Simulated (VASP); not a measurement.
Input:

```
PtTi
1.0
    4.57814     0.00000     0.00000
    0.00000     2.73174     0.00000
    0.00000     0.00000     4.82135
Ti Pt
2 2
Direct
  0.25000   0.50000   0.69661
  0.75000   0.50000   0.30339
  0.25000   0.00000   0.18753
  0.75000   0.00000   0.81247
```

Calculation: PBEsol GGA, VASP's PBE PAW potentials (set 64) (plane waves; VASP). Numerical set-up: 400 eV cut-off, 8×12×7 Γ-centred mesh, tetrahedra with Blöchl corrections, potentials Ti_sv Pt.

Unless said otherwise, spin-orbit coupling is left out, though it shifts the bands of the heavy elements here.

**Question.** Estimate the energy per atom (σ→0), band gap (on the k-mesh) with the smallest direct gap where there is one.

**Answer.** 
band gap (on the k-mesh): none (metal, semimetal or under 0.01 eV)
energy per atom (σ→0): -8.599 eV/atom

The structure comes from a computed database's TiPt entry (Pmma); how it stands against other phases isn't given here. It was relaxed first.
